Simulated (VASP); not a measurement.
```
CdTe
1.0
    0.00000     3.29807     3.29807
    3.29807     0.00000     3.29807
    3.29807     3.29807     0.00000
Cd Te
1 1
Direct
  0.00000   0.00000   0.00000
  0.25000   0.25000   0.25000
```

Calculation: optB88-vdW, VASP's PBE PAW potentials (set 64) (plane waves; VASP). Numerical set-up: 520 eV cut-off, 8×8×8 Γ-centred mesh, tetrahedra with Blöchl corrections, potentials Cd Te.

Unless said otherwise, spin-orbit coupling is left out, though it shifts the bands of the heavy elements here.

Q: Estimate the energy per atom (σ→0), band gap (on the k-mesh) with the smallest direct gap where there is one.

A: 
| Quantity | Result |
|---|---|
| band gap (on the k-mesh) | 0.47 eV |
| smallest direct gap (on the k-mesh) | 0.47 eV |
| energy per atom (σ→0) | 0.239 eV/atom |

The absolute energy has meaning only against runs of the same code, potentials and settings.

The compound is CdTe in the zinc blende structure. It was relaxed first, which changed the volume by +5 %.
